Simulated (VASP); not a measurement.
AlSn under changes of volume

One of the cells (23.754 Å³/atom); the others are scaled copies at fixed shape and fractional positions:

```
CELL_PARAMETERS angstrom
4.09481 0.00000 0.00000
-2.04740 3.54621 0.00000
0.00000 0.00000 3.27173
ATOMIC_POSITIONS crystal
Sn 0.33333 0.66667 0.50000
Al 0.00000 0.00000 0.00000
```

The cell comes from a database or a generator and needn't be the stable form of this composition.

- Program: VASP 6.6.1
- Functional: LDA
- Potentials or basis: VASP PAW LDA potentials, release 64 (Sn_d, Al)
- Cutoff: 520 eV
- k mesh: 6 × 6 × 8
- Occupations: fermi-dirac, width 0.05 eV
- Spin: no spin polarisation

```csv
volume (Å³/atom),energy over the lowest point (meV/atom),pressure (GPa)
22.804,?,?
23.279,1.87,1.2
23.754,0.00,0.0
24.230,1.59,-1.2
24.705,6.31,-2.1
```

Q: What does the run at 22.804 Å³/atom give?

A: Energy over the lowest point 7.54 meV/atom; pressure 2.5 GPa.

Worked out: A Birch-Murnaghan fit of order 2 (a polynomial in V^(-2/3)) to the other rows has its minimum at 23.77 Å³/atom with B0 = V·E''(V) = 58 GPa at fixed shape and positions, which overstates the stiffness. It gives 7.56 meV/atom at 22.804 Å³/atom, against the run's 7.54, and -dE/dV = 2.6 GPa, against 2.5.

Energies are extrapolated to zero smearing.
